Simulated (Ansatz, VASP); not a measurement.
# Ba7Al24Si25O93 (glassy 57SiO2-27Al2O3-16BaO (mol %)) in two plane-wave programs

Wanted: the spread between two codes on one cell, functional and k mesh. Of the first pair: The structure shown is the start of the Ansatz relaxation below; VASP solves that cell, so the two are compared at the walk's first step.

Method: plane waves, with VASP 6.6.1 beside it; PBE, in Ansatz 0.2.0.

**1. Starting point**

The cell holds 149 atoms: 25 Si, 24 Al, 7 Ba and 93 O. Its edges and angles: a = 12.759 Å, b = 12.759 Å, c = 12.759 Å, α = 90.0°, β = 90.0°, γ = 90.0°. As first built, before any earlier steps moved the atoms or strained the cell (in the runner's words): 149 atoms (25 Si, 24 Al, 7 Ba, 93 O) placed at random at 3.04 g/cm^3, melted at 4000 K for 10 ps at fixed volume with the Morse and Coulomb pair potential with partial charges (Pedone, Malavasi, Menziani, Cormack and Segre, J. Phys. Chem. B 110, 11780 (2006)). Quenched from 4000 K to 300 K at 25 K/ps and fixed volume, held 5 ps. The cell carries charge +1.

**2. Ansatz: relaxation, PBE**

Ansatz runs on its default PAW (the set named soft_2) files.

The two programs are compared at the cell with which this relaxation starts, whose forces are those of its first step.

The input, input.yaml:

```yaml
crystal:
  lattice:
    - [12.7591, 0.0, 0.0]
    - [0.0, 12.7591, 0.0]
    - [0.0, 0.0, 12.7591]
  atoms:
    - { symbol: Si, position: [0.40613, 0.16441, 0.432] }
    - { symbol: Si, position: [0.80737, 0.14046, 0.73467] }
    - { symbol: Si, position: [0.16085, 0.42616, 0.31525] }
    - { symbol: Si, position: [0.27902, 0.10644, 0.00493] }
    - { symbol: Si, position: [0.88052, 0.40552, 0.56904] }
    - { symbol: Si, position: [0.45401, 0.5155, 0.02408] }
    - { symbol: Si, position: [0.65917, 0.58951, 0.65897] }
    - { symbol: Si, position: [0.00848, 0.57087, 0.19249] }
    - { symbol: Si, position: [0.76306, 0.56255, 0.21543] }
    - { symbol: Si, position: [0.85704, 0.73185, 0.72399] }
    - { symbol: Si, position: [0.07433, 0.27396, 0.50849] }
    - { symbol: Si, position: [0.8976, 0.80607, 0.40683] }
    - { symbol: Si, position: [0.40753, 0.74435, 0.95316] }
    - { symbol: Si, position: [0.04375, 0.47411, 0.9616] }
    - { symbol: Si, position: [0.67059, 0.96864, 0.84788] }
    - { symbol: Si, position: [0.63057, 0.07487, 0.45139] }
    - { symbol: Si, position: [0.63175, 0.5485, 0.42347] }
    - { symbol: Si, position: [0.29171, 0.0969, 0.24633] }
    - { symbol: Si, position: [0.47978, 0.2527, 0.7213] }
    - { symbol: Si, position: [0.90832, 0.20485, 0.085] }
    - { symbol: Si, position: [0.01662, 0.17883, 0.85898] }
    - { symbol: Si, position: [0.06731, 0.6178, 0.76838] }
    - { symbol: Si, position: [0.10585, 0.00063, 0.73232] }
    - { symbol: Si, position: [0.26038, 0.89628, 0.37033] }
    - { symbol: Si, position: [0.73711, 0.37772, 0.04655] }
    - { symbol: Al, position: [0.27141, 0.36032, 0.92853] }
    - { symbol: Al, position: [0.17907, 0.81528, 0.86633] }
    - { symbol: Al, position: [0.27008, 0.49702, 0.70725] }
    - { symbol: Al, position: [0.02494, 0.58385, 0.44927] }
    - { symbol: Al, position: [0.45275, 0.39018, 0.52765] }
[... 113 atom lines left out ...]
    - { symbol: O, position: [0.96087, 0.66009, 0.69865] }
    - { symbol: O, position: [0.82324, 0.83111, 0.63918] }
    - { symbol: O, position: [0.16616, 0.05004, 0.9969] }
    - { symbol: O, position: [0.0661, 0.51884, 0.30614] }
    - { symbol: O, position: [0.36771, 0.85249, 0.42413] }
    - { symbol: O, position: [0.55519, 0.98861, 0.8995] }
total_charge: 1
kpoints:
  mp_grid: { grid: [1, 1, 1] }
hamiltonian:
  xc: pbe
scf:
  occupations: { method: fermi_dirac, width: 0.01 }
  lower_state_search: "off"
output:
  forces: true
magnetization:
  spin_polarized: true
  initial_magnetization: 1
relax:
  f_tol: 0.05
  max_steps: 90
```

The run is started by

```console
$ ansatz run input.yaml --threads 4 --pin off --max-ram 15872MiB --backend cpu --events-out ev --progress --plain --runs-dir out
```

Numbers of over 12 decimals in the logs are rounded to 6 here.

What it wrote:

```text
Engine: ansatz 0.2.0, aarch64-unknown-linux-gnu
Pseudopotentials: kind: paw
Pseudopotential: Si, paw, valence charge 4, recommended cutoff 420 eV (normal), Si.paw.azcp
Pseudopotential: Al, paw, valence charge 3, recommended cutoff 420 eV (normal), Al.paw.azcp
Pseudopotential: Ba, paw, valence charge 10, recommended cutoff 420 eV (normal), Ba.paw.azcp
Pseudopotential: O, paw, valence charge 6, recommended cutoff 420 eV (normal), O.paw.azcp
Functional definition: PBE
  parameter kappa = 0.804
  parameter beta = 0.066725
  exchange = pbe_x(kappa = kappa, mu = beta*pi^2/3)
  correlation = pbe_c(beta = beta)
Crystal: 149 atoms, lattice volume = 2077.113 Å³
Basis set: ecut = 420 eV, 40651 PW (Γ), exchange–correlation on 180×180×180 points (8 copies of the dense FFT grid, shifted against one another)
Bands: 549, of which v1, the nominal top of the filled ones, is band 400 counted from 1 (399 counted from 0)
Symmetry: 1 space group operations
Space group: P1 (ITA 1), of the structure as read, at distance tolerance 1.3e-4 Å
Magnetic group: BNS 1.1 (UNI 1), of the structure as read, at distance tolerance 1.3e-4 Å
k-points: 1
Non-local potential: Si, projectors of the file, l = 0: 2, l = 1: 2, l = 2: 2
Non-local potential: Al, projectors of the file, l = 0: 2, l = 1: 2, l = 2: 1
Non-local potential: Ba, projectors of the file, l = 0: 3, l = 1: 2, l = 2: 2, l = 3: 2
Non-local potential: O, projectors of the file, l = 0: 2, l = 1: 2, l = 2: 1
PAW form: soft (Blöchl's): semilocal exchange-correlation on the pseudo side does not see the compensation charge
PAW one-centre angular grid: Si, 110 points (default); XC on 64 Gauss nodes
PAW one-centre angular grid: Al, 110 points (default); XC on 64 Gauss nodes
PAW one-centre angular grid: Ba, 194 points (default); XC on 64 Gauss nodes
PAW one-centre angular grid: O, 110 points (default); XC on 64 Gauss nodes
Initial density: superposition of atomic densities (chi_scale 0.1, normalization cell, long waves 14 % of neutral atoms scaled as one to the charged cell's electrons (reshape's long-wave potential 1.14 eV rms, cloud 2.81 Å wide))
Starting moments: Σ|m| = 1 μB on 149 of 149 sites
Initial wavefunctions: pseudopotential atomic-orbital guess
Functional: x = pbe(κ = 0.804, μ = 0.219515), c = pbe(β = 0.066725)
SCF iter   1: F=—  HF=-123491.771164 eV  |F-HF|=—  |Δ(HF+E_count)|=         —  Δρ=5.16e-2 (↑5.12e-2 ↓5.16e-2)  dr2=2.74e2  dr2_m=4.58e-1  M=1.000 μB ∫|m|=1.050 μB  β_m=1.00  ethr=3.10e-3  ⟨swp⟩=8.0  Hψ=5806  notcnv=0  defer=238
preconditioner: auto → Resta (q_TF=auto, 2.327 Å⁻¹)  ε∞=3.7  [insulator: Δε(μ)=0.089 eV  Ē_g=13.814 eV  σ=0.010 eV  W_gap=0.98  n_scr=460 (ndim 8)  ℏωp=22.8 eV  f_vac=0.025  D(μ)=2.32/eV (n_scr^D=0)  ε∞_Penn≈3.7]
spin=Collinear: Resta preconditioning applied to the charge; magnetization (m = ρ↑ − ρ↓) channel mixes plain (no charge-response kernel on spin).
SCF iter   2: F=—  HF=-123434.135694 eV  |F-HF|=—  |Δ(HF+E_count)|=         —  Δρ=2.64e-2 (↑2.53e-2 ↓2.64e-2)  dr2=9.11e1  dr2_m=3.93e-1  M=0.980 μB ∫|m|=1.096 μB  β_m=0.30  ethr=3.10e-3  ⟨swp⟩=3.0  Hψ=2066  notcnv=0  defer=290
Mixer restart at iter 2: flushing history
SCF iter   3: F=—  HF=-123419.065246 eV  |F-HF|=—  |Δ(HF+E_count)|=    1.51e1  Δρ=1.78e-2 (↑1.75e-2 ↓1.78e-2)  dr2=4.39e1  dr2_m=1.06e-1  M=1.000 μB ∫|m|=1.151 μB  β_m=0.30  ethr=3.10e-3  ⟨swp⟩=3.5  Hψ=1683  notcnv=0  defer=289
SCF iter   4: F=—  HF=-123409.207131 eV  |F-HF|=—  |Δ(HF+E_count)|=    9.86e0  Δρ=1.30e-2 (↑1.14e-2 ↓1.30e-2)  dr2=1.41e1  dr2_m=2.08e-1  M=0.077 μB ∫|m|=0.306 μB  β_m=0.30  ethr=3.10e-3  ⟨swp⟩=4.5  Hψ=2403  notcnv=0  defer=286
SCF iter   5: F=—  HF=-123408.176499 eV  |F-HF|=—  |Δ(HF+E_count)|=    1.03e0  Δρ=9.50e-3 (↑8.59e-3 ↓9.50e-3)  dr2=7.70e0  dr2_m=1.09e-1  M=0.083 μB ∫|m|=0.233 μB  β_m=0.30  ethr=1.77e-3  ⟨swp⟩=5.0  Hψ=2750  notcnv=0  defer=286
SCF iter   6: F=—  HF=-123407.668104 eV  |F-HF|=—  |Δ(HF+E_count)|=   5.08e-1  Δρ=6.79e-3 (↑5.43e-3 ↓6.79e-3)  dr2=3.16e0  dr2_m=8.61e-2  M=0.450 μB ∫|m|=0.548 μB  β_m=0.30  ethr=9.64e-4  ⟨swp⟩=8.0  Hψ=2754  notcnv=0  defer=284
SCF iter   7: F=—  HF=-123407.374585 eV  |F-HF|=—  |Δ(HF+E_count)|=   2.94e-1  Δρ=5.05e-3 (↑3.49e-3 ↓5.05e-3)  dr2=1.90e0  dr2_m=5.72e-2  M=0.640 μB ∫|m|=0.711 μB  β_m=0.30  ethr=3.95e-4  ⟨swp⟩=5.0  Hψ=1468  notcnv=0  defer=284
SCF iter   8: F=—  HF=-123407.410811 eV  |F-HF|=—  |Δ(HF+E_count)|=   3.62e-2  Δρ=6.38e-3 (↑2.60e-3 ↓6.38e-3)  dr2=1.85e0  dr2_m=1.65e-1  M=0.893 μB ∫|m|=0.977 μB  β_m=0.30  ethr=2.38e-4  ⟨swp⟩=3.0  Hψ=1890  notcnv=0  defer=284
SCF iter   9: F=—  HF=-123407.521641 eV  |F-HF|=—  |Δ(HF+E_count)|=   1.11e-1  Δρ=8.57e-3 (↑3.08e-3 ↓8.57e-3)  dr2=4.01e0  dr2_m=1.76e-1  M=0.564 μB ∫|m|=0.700 μB  β_m=0.30  ethr=2.32e-4  ⟨swp⟩=4.0  Hψ=1166  notcnv=0  defer=284
[...]
- { symbol: Al, position: [0.910094, 0.945407, 0.605187] }
    - { symbol: Al, position: [0.098660, 0.242578, 0.247073] }
    - { symbol: Al, position: [0.487298, 0.953109, 0.020456] }
    - { symbol: Al, position: [0.075637, 0.809234, 0.240520] }
    - { symbol: Al, position: [0.206076, 0.253787, 0.714399] }
    - { symbol: Al, position: [0.672840, 0.878152, 0.608126] }
    - { symbol: Al, position: [0.631954, 0.959774, 0.226825] }
    - { symbol: Ba, position: [0.406525, 0.967702, 0.750593] }
    - { symbol: Ba, position: [0.432794, 0.704130, 0.237247] }
    - { symbol: Ba, position: [0.689026, 0.699090, 0.956012] }
    - { symbol: Ba, position: [0.872146, 0.119798, 0.387773] }
    - { symbol: Ba, position: [0.170046, 0.774815, 0.573713] }
    - { symbol: Ba, position: [0.521367, 0.193286, 0.976286] }
    - { symbol: Ba, position: [0.514251, 0.359996, 0.251556] }
    - { symbol: O, position: [0.632258, 0.320290, 0.081236] }
    - { symbol: O, position: [0.544823, 0.461548, 0.443973] }
    - { symbol: O, position: [0.934111, 0.953143, 0.0079439] }
    - { symbol: O, position: [0.269789, 0.468420, 0.353644] }
    - { symbol: O, position: [0.976997, 0.714808, 0.449207] }
    - { symbol: O, position: [0.891933, 0.218035, 0.807523] }
    - { symbol: O, position: [0.749785, 0.663854, 0.720676] }
    - { symbol: O, position: [0.374714, 0.649623, 0.462483] }
    - { symbol: O, position: [0.176107, 0.098401, 0.667303] }
    - { symbol: O, position: [0.293220, 0.215836, 0.944296] }
    - { symbol: O, position: [0.390293, 0.628275, 0.00447971] }
    - { symbol: O, position: [0.578240, 0.811285, 0.523403] }
    - { symbol: O, position: [0.139577, 0.726377, 0.771690] }
    - { symbol: O, position: [0.375038, 0.024430, 0.969764] }
    - { symbol: O, position: [0.738784, 0.389198, 0.909615] }
    - { symbol: O, position: [0.336877, 0.459908, 0.571872] }
    - { symbol: O, position: [0.196222, 0.933324, 0.785654] }
    - { symbol: O, position: [0.667449, 0.049626, 0.329876] }
    - { symbol: O, position: [0.860831, 0.067333, 0.649350] }
    - { symbol: O, position: [0.040497, 0.586034, 0.888164] }
    - { symbol: O, position: [0.558533, 0.517242, 0.941518] }
    - { symbol: O, position: [0.816227, 0.113567, 0.090764] }
    - { symbol: O, position: [0.581747, 0.657028, 0.379295] }
    - { symbol: O, position: [0.382851, 0.411334, 0.989071] }
[...]
- { symbol: O, position: [0.744552, 0.496618, 0.104845] }
    - { symbol: O, position: [0.646683, 0.901526, 0.741990] }
    - { symbol: O, position: [0.963055, 0.662358, 0.698113] }
    - { symbol: O, position: [0.825815, 0.834133, 0.641361] }
    - { symbol: O, position: [0.164969, 0.048997, 0.997126] }
    - { symbol: O, position: [0.065698, 0.518269, 0.305423] }
    - { symbol: O, position: [0.368598, 0.850112, 0.425554] }
    - { symbol: O, position: [0.555444, 0.990926, 0.901052] }
```

**3. VASP: single point, PBE, start cell, pair 1**

The same cell, functional, mesh and smearing now go to VASP, with its own data sets.

Lines of VASP's logs that name or quote its potential files are left out, and so is its time.

The input, INCAR:

```
SYSTEM = Ba7Al24Si25O93
PREC = Accurate
ENCUT = 520
EDIFF = 1E-06
NELM = 200
ISMEAR = -1
SIGMA = 0.01
LREAL = Auto
ALGO = Normal
GGA = PE
NELECT = 799
NBANDS = 503
ISPIN = 2
MAGMOM = -0 0 0 -0 0 -0 -0 0 -0 0 -0 -0 -0 -0 -0 -0 -0 0 -0 -0 0 0 0 -0 -0 -0 0 -0 -0 -0 -0 0 -0 -0 -0 -0 -0 -0 -0 -0 -0 -0 0 0 0 -0 -0 -0 0 0 0 -0 -0 -0 -0 -0 -0 -0 0 0 0 0 -0 0 0 -0 -0 0 0 0 0 -0 0 -0 -0 0 0 0 0 0 0 0 0 -0 -0 0 0 0 0 0 0 0 -0 0.02 0 0.26 0 -0 0 0 0 0 -0 0 0 0 0 0 0 0 0 0.15 0 0 0 0 0 0 0 0 0 -0 -0 0 0 0 0 0 0.01 0 0.05 0.01 0 0 0 0 0 0.29 0 0 -0 0 0 0 0 0 0 0 0
LORBIT = 11
LWAVE = .FALSE.
LCHARG = .FALSE.
ISIF = 2
LASPH = .TRUE.
GGA_COMPAT = .FALSE.
```

The input, POSCAR:

```
Ba7Al24Si25O93
1.0
   12.7591000000      0.0000000000      0.0000000000
    0.0000000000     12.7591000000      0.0000000000
    0.0000000000      0.0000000000     12.7591000000
Si Al Ba O
25 24 7 93
Direct
    0.4061336615      0.1644081479      0.4319975547
    0.8073688583      0.1404566153      0.7346678057
    0.1608499032      0.4261585849      0.3152495082
    0.2790165451      0.1064416769      0.0049298148
    0.8805166509      0.4055223331      0.5690370010
    0.4540132141      0.5154987421      0.0240769333
    0.6591687501      0.5895086644      0.6589728116
    0.0084802220      0.5708709862      0.1924900659
    0.7630632255      0.5625475151      0.2154305554
    0.8570432084      0.7318462901      0.7239930716
    0.0743312616      0.2739613296      0.5084919783
    0.8976024955      0.8060678261      0.4068312028
    0.4075287442      0.7443471718      0.9531628406
    0.0437491673      0.4741086754      0.9616038749
    0.6705880509      0.9686419889      0.8478811201
    0.6305695543      0.0748720521      0.4513876371
    0.6317530233      0.5485026373      0.4234703075
    0.2917133654      0.0969033866      0.2463261515
    0.4797830568      0.2526980743      0.7212969567
    0.9083164173      0.2048498719      0.0849981582
    0.0166234296      0.1788292278      0.8589790816
    0.0673088227      0.6178021961      0.7683770799
    0.1058538612      0.0006270035      0.7323165427
    0.2603788668      0.8962779506      0.3703317632
    0.7371131193      0.3777225666      0.0465471703
    0.2714062904      0.3603232203      0.9285294417
    0.1790721916      0.8152769396      0.8663306973
    0.2700817456      0.4970178147      0.7072520789
    0.0249390631      0.5838499581      0.4492715003
    0.4527513696      0.3901764231      0.5276469343
[... 113 atom lines left out ...]
    0.9608671458      0.6600935803      0.6986464563
    0.8232398837      0.8311087773      0.6391830145
    0.1661637576      0.0500427146      0.9968963328
    0.0661018410      0.5188375356      0.3061422828
    0.3677061862      0.8524895957      0.4241286611
    0.5551880619      0.9886120494      0.8994991810
```

The input, KPOINTS:

```
Automatic mesh
0
Gamma
1 1 1
0 0 0
```

The projector-augmented-wave data sets are Si, Al, Ba_sv and O (PBE family, release 64).

The run is started by

```console
$ export OMP_NUM_THREADS=3
$ mpirun -np 1 vasp_gam
```

What it wrote:

```text
[banner, memory and clock lines left out]
running    1 mpi-ranks, on    1 nodes
[...]
Offloading initialized ...    1 GPUs detected
[...]
LDA part: xc-table for (Slater+PW92), standard interpolation
 POSCAR, INCAR and KPOINTS ok, starting setup
[...]
entering main loop
       N       E                     dE             d eps       ncg     rms          rms(c)
DAV:   1     0.726964861563E+04    0.72696E+04   -0.46382E+05  2052   0.155E+03
DAV:   2    -0.605774250566E+03   -0.78754E+04   -0.76202E+04  2490   0.368E+02
DAV:   3    -0.126492537201E+04   -0.65915E+03   -0.65415E+03  2360   0.113E+02
DAV:   4    -0.128278936934E+04   -0.17864E+02   -0.17790E+02  2416   0.186E+01
DAV:   5    -0.128358707922E+04   -0.79771E+00   -0.79722E+00  2984   0.327E+00BRMIX: very serious problems
 the old and the new charge density differ
 old charge density:   800.00000 new  799.00000
    0.876E+01
DAV:   6    -0.112343272919E+04    0.16015E+03   -0.74413E+02  2280   0.371E+01    0.375E+01
DAV:   7    -0.112404343748E+04   -0.61071E+00   -0.30576E+01  2512   0.794E+00    0.176E+01
DAV:   8    -0.112404566132E+04   -0.22238E-02   -0.15197E+01  2736   0.562E+00    0.880E+00
DAV:   9    -0.112382219545E+04    0.22347E+00   -0.72976E+00  2832   0.343E+00    0.694E+00
[...]
DAV:  36    -0.112355158784E+04   -0.28655E-05   -0.15214E-06  1344   0.227E-03    0.466E-03
DAV:  37    -0.112355158948E+04   -0.16440E-05   -0.66035E-07  1328   0.197E-03    0.180E-03
DAV:  38    -0.112355158955E+04   -0.63828E-07   -0.21516E-07  1168   0.768E-04
   1 F= -.11235516E+04 E0= -.11235443E+04  d E =-.146396E-01  mag=    -0.8543
```

OUTCAR, selected parts (step 3):

```text
  Total      -43.0858962      1.5046202    -40.6542457     -0.8085830     -7.9938564     -5.4638937
  in kB      -33.2342276      1.1605861    -31.3585784     -0.6236990     -6.1660466     -4.2145645
  external PRESSURE =     -21.1440733 kB  Pullay stress =       0.0000000 kB

 magnetization (x)
# of ion       s       p       d       tot
------------------------------------------
    1        0.000   0.000   0.000   0.000
    2        0.000   0.000   0.000   0.000
    3       -0.000  -0.000   0.000  -0.000
    4        0.000   0.000   0.000   0.000
    5        0.000   0.000   0.000   0.000
    6        0.000   0.000   0.000   0.001
    7        0.000   0.000   0.000   0.001
    8        0.000   0.000   0.000   0.000
    9        0.000   0.000   0.000   0.000
   10       -0.000  -0.000   0.000  -0.000
   11       -0.000  -0.000   0.000  -0.000
   12        0.000   0.000   0.000   0.000
   13        0.000   0.000   0.000   0.000
[...]
--------------------------------------------------
tot         -0.005  -0.698  -0.000  -0.704

[... 3 further parts left out ...]
[key lines of the parts left out:]
E-fermi :   1.6344
```

The run ends at a pressure of -2.11 GPa, with forces up to 0.75 eV/Å.

**4. Comparison**

Known differences besides the potentials themselves: VASP starts from the moments at which Ansatz ended; the cutoff is 420 eV in Ansatz and 520 eV in VASP (PREC = Accurate, projectors in real space). Total energies have different zeros and are not compared.

Forces on 10 of the 149 atoms, those with the largest forces and the largest differences (eV/Å; atoms numbered as in POSCAR):

```
atom          Ansatz x, y, z            VASP x, y, z
Si14    -0.533, 0.249, 0.146    -0.567, 0.274, 0.205
Si19    0.328, 0.565, -0.130    0.334, 0.652, -0.173
Si22    -0.401, 0.392, 0.141    -0.448, 0.420, 0.139
Al26    0.222, -0.294, 0.418    0.227, -0.315, 0.421
Al36     0.300, 0.424, 0.102     0.324, 0.445, 0.100
Al46   -0.115, -0.409, 0.265   -0.115, -0.353, 0.211
Al47  -0.554, -0.382, -0.188  -0.576, -0.388, -0.196
Ba50   -0.085, -0.245, 0.063   -0.180, -0.351, 0.025
Ba56    0.051, -0.062, 0.019    0.058, -0.230, 0.108
O112  -0.085, -0.027, -0.128    0.066, 0.018, -0.149
```

The forces differ by 32 meV/Å r.m.s., which is 24.4 % of the r.m.s. force of 0.131 eV/Å (both taken over all components). Moments aren't recorded for both runs of this pair, so they may hold unlike magnetic states. The cell carries a charge of +1 e against a uniform background, so its pressure also hangs on how the neutralising background is counted, and in a defect's cell a gap may be the spacing between its levels.

**5. Ansatz: relaxation, PBE**

This run makes the geometry at which the two programs are then compared.

The structure compared here is the end of the Ansatz relaxation.

This is the run of step 2 again, met here at its other cell.

[end of part 1 of 2]

[Lines on the potential files, build, host, timing and source positions are cut from VASP's logs without a mark.]

[Logs are printed without paths, hosts, clocks, repeated set-up lines and the standing remarks that a program may print on its own settings, such as how far it seeks lower states.]

[Hosts, paths, dates, database ids (printed as entryN), source tags and the programs' standing remarks are cut or masked in the printed files.]
